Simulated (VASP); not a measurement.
# Ni (Fm-3m) in VASP: notebook, part 2 of 2

VASP 6.6.1. Earlier steps stand in the parts before.

**3. Single point, PBE (a relaxed cell with its volume scaled by 0.91)**

File INCAR:

```
PREC = Accurate ; ENCUT = 520
EDIFF = 1E-7 ; ISMEAR = 0
SIGMA = 0.1 ; LREAL = F
LASPH = T ; NELM = 60
ALGO = Normal ; ISIF = 2
LWAVE = F ; LCHARG = F
GGA = PE ; NBANDS = 11
```

File KPOINTS:

```
Automatic mesh
0
Gamma
  20 20 20
```

File POSCAR:

```
Ni                                      
1.0
   -0.0000000000      1.7013759823      1.7013759823
    1.7013759823      0.0000000000      1.7013759823
    1.7013759823      1.7013759823      0.0000000000
  Ni            
     1
Direct
     0.0000000000000000    0.0000000000000000    0.0000000000000000
```

Potentials or basis: VASP PAW PBE potentials, release 64 (Ni).

On the command line:

```console
$ cat potpaw_PBE.64/Ni/POTCAR > POTCAR
$ mpirun -np 1 vasp_std > vasp.out
```

OUTCAR:

```text
PREC = Accurate
   ENCUT = 520
   EDIFF = 1E-7
   ISMEAR = 0
   LREAL = F
   LASPH = T
   NELM = 60
   ISIF = 2
   GGA = PE

 ion  position               nearest neighbor table
   1  0.000  0.000  0.000-

  LATTYP: Found a face centered cubic cell.
 ALAT       =     3.4027519646

  Lattice vectors:

 A1 = (   0.0000000000,   1.7013759823,   1.7013759823)
 A2 = (   1.7013759823,   0.0000000000,   1.7013759823)
 A3 = (   1.7013759823,   1.7013759823,   0.0000000000)

Analysis of symmetry for initial positions (statically):
=====================================================================
 Subroutine PRICEL returns:
 Original cell was already a primitive cell.

 Routine SETGRP: Setting up the symmetry group for a
 face centered cubic supercell.

 Subroutine GETGRP returns: Found 48 space group operations
 (whereof 48 operations were pure point group operations)
 out of a pool of 48 trial point group operations.

The static configuration has the point symmetry O_h .

Analysis of symmetry for dynamics (positions and initial velocities):
[... 168 lines left out ...]
 k-point     1 :       0.0000    0.0000    0.0000
  band No.  band energies     occupation
      1       1.1222      2.00000
      2       8.5442      2.00000
      3       8.5442      2.00000
      4       8.5442      2.00000
      5       9.8188      2.00000
      6       9.8188      2.00000
      7      35.3496      0.00000
      8      40.0626      0.00000
      9      40.0626      0.00000
     10      40.0626      0.00000
     11      43.4708      0.00000
[... 309 lines left out ...]
 k-point    24 :      -0.3500    0.0500    0.0000
  band No.  band energies     occupation
      1       5.2606      2.00000
      2       8.5644      2.00000
      3       8.6170      2.00000
      4       8.6366      2.00000
      5      10.2801      2.00000
      6      10.6585      1.22227
      7      20.9711      0.00000
      8      33.5989      0.00000
      9      36.3913      0.00000
     10      38.7428      0.00000
     11      40.4963      0.00000

 [... further k-points ...]

------------------------ aborting loop because EDIFF is reached ----------------------------------------

  FORCE on cell =-STRESS in cart. coord.  units (eV):
  Direction    XX          YY          ZZ          XY          YZ          ZX
  --------------------------------------------------------------------------------------
  -------------------------------------------------------------------------------------
  Total        1.4569238      1.4569238      1.4569238      0.0000000      0.0000000     -0.0000000
  in kB      236.9826418    236.9826418    236.9826418      0.0000000      0.0000000     -0.0000000
  external PRESSURE =     236.9826418 kB  Pullay stress =       0.0000000 kB

 VOLUME and BASIS-vectors are now :
 -----------------------------------------------------------------------------
  energy-cutoff  :      520.00
  volume of cell :        9.85
      direct lattice vectors                 reciprocal lattice vectors
     0.000000000  1.701375982  1.701375982    -0.293879780  0.293879780  0.293879780
     1.701375982  0.000000000  1.701375982     0.293879780 -0.293879780  0.293879780
     1.701375982  1.701375982  0.000000000     0.293879780  0.293879780 -0.293879780

 POSITION                                       TOTAL-FORCE (eV/Angst)
 -----------------------------------------------------------------------------------
      0.00000      0.00000      0.00000         0.000000     -0.000000     -0.000000
 -----------------------------------------------------------------------------------
    total drift:                                0.000000     -0.000000      0.000000

  FREE ENERGIE OF THE ION-ELECTRON SYSTEM (eV)
  ---------------------------------------------------
  free  energy   TOTEN  =        -5.3579287808 eV

  energy  without entropy=       -5.3410289523  energy(sigma->0) =       -5.34947887
```

OSZICAR:

```text
N       E                     dE             d eps       ncg     rms          rms(c)
DAV:   1     0.287279543855E+02    0.28728E+02   -0.49690E+03  5801   0.128E+03
DAV:   2    -0.548821074961E+01   -0.34216E+02   -0.32310E+02  5848   0.173E+02
DAV:   3    -0.638548759643E+01   -0.89728E+00   -0.88774E+00  6292   0.326E+01
DAV:   4    -0.639266465126E+01   -0.71771E-02   -0.71750E-02  6271   0.262E+00
DAV:   5    -0.639280826794E+01   -0.14362E-03   -0.14361E-03  6340   0.354E-01    0.108E+01
DAV:   6    -0.561550128673E+01    0.77731E+00   -0.12818E+01  6889   0.516E+01    0.515E+00
DAV:   7    -0.537950622079E+01    0.23600E+00   -0.19068E+00  6814   0.187E+01    0.213E+00
DAV:   8    -0.535952670143E+01    0.19980E-01   -0.27283E-02  8062   0.162E+00    0.524E-01
DAV:   9    -0.535791360016E+01    0.16131E-02   -0.18099E-03  8316   0.297E-01    0.724E-02
DAV:  10    -0.535793183241E+01   -0.18232E-04   -0.17987E-05  6159   0.504E-02    0.271E-02
DAV:  11    -0.535792853926E+01    0.32931E-05   -0.42964E-07  7724   0.739E-03    0.338E-03
DAV:  12    -0.535792869996E+01   -0.16070E-06   -0.41168E-09  3503   0.725E-04    0.989E-04
DAV:  13    -0.535792878080E+01   -0.80839E-07   -0.14450E-09  3125   0.339E-04
   1 F= -.53579288E+01 E0= -.53494789E+01  d E =-.168998E-01
```

stdout:

```text
POSCAR found type information on POSCAR Ni
 POSCAR found :  1 types and       1 ions
 scaLAPACK will be used
 LDA part: xc-table for (Slater+PW92), standard interpolation
 POSCAR, INCAR and KPOINTS ok, starting setup
 FFT: planning ... GRIDC
 FFT: planning ... GRID_SOFT
 FFT: planning ... GRID
 WAVECAR not read
 entering main loop
```

Run time: 31 s. Hardware: 1 thread of Intel Xeon Platinum 8259CL at 2.50GHz (Skylake/Cascade Lake), shared host; peak memory 0.14 GiB.

What came out:

- Free energy: -5.3579 eV
- Pressure: 23.7 GPa
- Band gap on the k mesh: none (metal or under the smearing width)

Caveat: so large a pressure means that the cell lies far from this level's equilibrium, or that cutoff or potentials fall short; the run has no spin polarisation, though such a crystal can be magnetic.

**4. Single point, PBE (a relaxed cell with its volume scaled by 1.09)**

INCAR is that of step 3.

KPOINTS is that of step 3.

File POSCAR:

```
Ni                                      
1.0
   -0.0000000000      1.8068773185      1.8068773185
    1.8068773185      0.0000000000      1.8068773185
    1.8068773185      1.8068773185      0.0000000000
  Ni            
     1
Direct
     0.0000000000000000    0.0000000000000000    0.0000000000000000
```

Potentials or basis: VASP PAW PBE potentials, release 64 (Ni).

On the command line:

```console
$ cat potpaw_PBE.64/Ni/POTCAR > POTCAR
$ mpirun -np 1 vasp_std > vasp.out
```

OUTCAR:

```text
PREC = Accurate
   ENCUT = 520
   EDIFF = 1E-7
   ISMEAR = 0
   LREAL = F
   LASPH = T
   NELM = 60
   ISIF = 2
   GGA = PE

 ion  position               nearest neighbor table
   1  0.000  0.000  0.000-

  LATTYP: Found a face centered cubic cell.
 ALAT       =     3.6137546370

  Lattice vectors:

 A1 = (   0.0000000000,   1.8068773185,   1.8068773185)
 A2 = (   1.8068773185,   0.0000000000,   1.8068773185)
 A3 = (   1.8068773185,   1.8068773185,   0.0000000000)
[... 516 lines left out ...]
     10      32.7688      0.00000
     11      34.8700      0.00000

 [... further k-points ...]

------------------------ aborting loop because EDIFF is reached ----------------------------------------

  FORCE on cell =-STRESS in cart. coord.  units (eV):
  Direction    XX          YY          ZZ          XY          YZ          ZX
  --------------------------------------------------------------------------------------
  -------------------------------------------------------------------------------------
  Total       -1.0235196     -1.0235196     -1.0235196      0.0000000      0.0000000      0.0000000
  in kB     -138.9923054   -138.9923054   -138.9923054      0.0000000      0.0000000      0.0000000
  external PRESSURE =    -138.9923054 kB  Pullay stress =       0.0000000 kB

 VOLUME and BASIS-vectors are now :
 -----------------------------------------------------------------------------
  energy-cutoff  :      520.00
  volume of cell :       11.80
      direct lattice vectors                 reciprocal lattice vectors
     0.000000000  1.806877318  1.806877318    -0.276720503  0.276720503  0.276720503
     1.806877318  0.000000000  1.806877318     0.276720503 -0.276720503  0.276720503
     1.806877318  1.806877318  0.000000000     0.276720503  0.276720503 -0.276720503

 POSITION                                       TOTAL-FORCE (eV/Angst)
 -----------------------------------------------------------------------------------
      0.00000      0.00000      0.00000        -0.000000     -0.000000      0.000000
 -----------------------------------------------------------------------------------
    total drift:                                0.000000      0.000000      0.000000

  FREE ENERGIE OF THE ION-ELECTRON SYSTEM (eV)
  ---------------------------------------------------
  free  energy   TOTEN  =        -5.3773788932 eV

  energy  without entropy=       -5.3563703019  energy(sigma->0) =       -5.36687460
```

OSZICAR:

```text
N       E                     dE             d eps       ncg     rms          rms(c)
DAV:   1     0.292962364439E+02    0.29296E+02   -0.49281E+03  5822   0.122E+03
DAV:   2    -0.544312668889E+01   -0.34739E+02   -0.32857E+02  5815   0.170E+02
DAV:   3    -0.640136512281E+01   -0.95824E+00   -0.94821E+00  6329   0.331E+01
DAV:   4    -0.640974687441E+01   -0.83818E-02   -0.83787E-02  6375   0.278E+00
DAV:   5    -0.640992920275E+01   -0.18233E-03   -0.18232E-03  6410   0.393E-01    0.910E+00
DAV:   6    -0.584235531869E+01    0.56757E+00   -0.17623E+01  6711   0.566E+01    0.668E+00
DAV:   7    -0.539301954624E+01    0.44934E+00   -0.36273E+00  6667   0.235E+01    0.140E+00
DAV:   8    -0.537932457016E+01    0.13695E-01   -0.20620E-02  7943   0.137E+00    0.439E-01
DAV:   9    -0.537736620803E+01    0.19584E-02   -0.33143E-03  8443   0.420E-01    0.785E-02
DAV:  10    -0.537738087440E+01   -0.14666E-04   -0.20540E-05  5928   0.509E-02    0.432E-02
DAV:  11    -0.537737895352E+01    0.19209E-05   -0.10673E-06  7329   0.144E-02    0.225E-03
DAV:  12    -0.537737889323E+01    0.60292E-07   -0.24215E-08  3473   0.122E-03
   1 F= -.53773789E+01 E0= -.53668746E+01  d E =-.210086E-01
```

stdout:

```text
POSCAR found type information on POSCAR Ni
 POSCAR found :  1 types and       1 ions
 scaLAPACK will be used
 LDA part: xc-table for (Slater+PW92), standard interpolation
 POSCAR, INCAR and KPOINTS ok, starting setup
 FFT: planning ... GRIDC
 FFT: planning ... GRID_SOFT
 FFT: planning ... GRID
 WAVECAR not read
 entering main loop
```

Wall time 25 s (1 thread of Intel Xeon Platinum 8259CL at 2.50GHz (Skylake/Cascade Lake), shared host); peak memory 0.15 GiB.

Results:

* Free energy: -5.3774 eV
* Pressure: -13.9 GPa
* Band gap on the k mesh: none (metal or under the smearing width)

Caveat: the run has no spin polarisation, though such a crystal can be magnetic.

**5. Overview**

```tsv
cell	gap on the mesh (eV)	pressure (GPa)
a relaxed cell with its volume scaled by 1.06	none	-10.1
a relaxed cell with its volume scaled by 0.91	none	23.7
a relaxed cell with its volume scaled by 1.09	none	-13.9
```

Alike in all rows: task single point; level PBE; potentials or basis VASP PAW PBE potentials, release 64 (Ni); no spin polarisation; k mesh 20 × 20 × 20; cutoff (eV) 520; smearing gaussian 0.1 eV.

Caveats: the run has no spin polarisation, though such a crystal can be magnetic; so large a pressure means that the cell lies far from this level's equilibrium, or that cutoff or potentials fall short (some runs).

Total energies depend on the potentials used, so only differences within one code and one set of settings carry meaning.
